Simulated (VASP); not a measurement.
Here is the system:

```
CELL_PARAMETERS angstrom
     11.56740     0.00000     0.00000
      0.00000    11.56740     0.00000
      0.00000     0.00000    11.56740
ATOMIC_POSITIONS crystal
  Ge 0.49769 0.00109 0.00110
  Ge 0.62622 0.12575 0.12608
  Ge 0.75084 0.24924 0.99971
  Ge 0.87383 0.37412 0.12625
  Ge 0.75105 0.99917 0.24906
  Ge 0.87400 0.12575 0.37382
  Ge 0.00069 0.99917 0.99912
  Ge 0.12612 0.12411 0.12414
  Ge 0.25085 0.24950 0.00097
  Ge 0.37933 0.37419 0.12753
  Ge 0.50074 0.49921 0.00030
  Ge 0.62544 0.62069 0.12768
  Ge 0.75040 0.74889 0.00095
  Ge 0.87592 0.87345 0.12403
  Ge 0.25073 0.00102 0.24971
  Ge 0.37908 0.12740 0.37465
  Ge 0.51053 0.25693 0.25730
  Ge 0.74206 0.48899 0.25783
  Ge 0.87207 0.62074 0.37446
  Ge 0.50062 0.00011 0.49921
  Ge 0.62527 0.12732 0.62071
  Ge 0.74252 0.25692 0.48922
  Ge 0.87228 0.37412 0.62056
  Ge 0.75021 0.00100 0.74914
  Ge 0.87566 0.12424 0.87380
  Ge 0.99875 0.50236 0.00122
  Ge 0.12647 0.62371 0.12658
  Ge 0.24938 0.75062 0.00181
  Ge 0.37614 0.87371 0.12662
  Ge 0.00047 0.24908 0.24909
  Ge 0.12593 0.37356 0.37356
  Ge 0.25207 0.49878 0.25178
  Ge 0.37516 0.62491 0.37811
  Ge 0.50111 0.74816 0.25179
  Ge 0.62645 0.87418 0.37355
  Ge 0.99891 0.00112 0.50241
  Ge 0.12647 0.12649 0.62380
  Ge 0.25194 0.25183 0.49898
  Ge 0.37505 0.37816 0.62496
  Ge 0.62191 0.62490 0.62494
  Ge 0.74812 0.74824 0.49904
  Ge 0.87342 0.87375 0.62388
  Ge 0.24945 0.00172 0.75060
  Ge 0.37624 0.12656 0.87359
  Ge 0.50104 0.25185 0.74801
  Ge 0.62643 0.37358 0.87409
  Ge 0.74822 0.49876 0.74799
  Ge 0.87339 0.62373 0.87351
  Ge 0.99901 0.74891 0.24961
  Ge 0.12419 0.87560 0.37532
  Ge 0.99952 0.49918 0.49911
  Ge 0.12301 0.62499 0.62507
  Ge 0.24799 0.75182 0.50323
  Ge 0.37486 0.87666 0.62517
  Ge 0.99900 0.24947 0.74899
  Ge 0.12421 0.37527 0.87570
  Ge 0.24806 0.50329 0.75198
  Ge 0.37487 0.62508 0.87693
  Ge 0.49673 0.75179 0.75203
  Ge 0.62473 0.87551 0.87576
  Ge 0.99816 0.75060 0.75058
  Ge 0.12598 0.87398 0.87397
  As 0.50466 0.49531 0.49538
```

The numbers are results of PBE GGA, VASP's PBE PAW potentials (set 64) (plane waves; VASP), not measurements. Settings: PREC = Normal, LREAL = Auto, ISYM = 0, 400 eV cut-off, 1×1×1 Γ-centred mesh, Gaussian smearing of 0.050 eV, potentials Ge As. Starting moments (MAGMOM): 63*0.0476. The cell's moment is fixed (NUPDOWN = 3).

The supercell is sampled at Γ alone, which is coarse: total energies, pressure and levels can be off, energies of defects by several tenths of an eV.

Q: Estimate the cell moment, energy per atom (σ→0).

A: 
The cell moment comes out as 3.00 μB. The energy per atom (σ→0) is -4.352 eV/atom.

Total energies compare only between runs with the same potentials, cut-off and functional.

The cell is a supercell with a defect, built from Ge (diamond): As_Ge-vac_Ge.
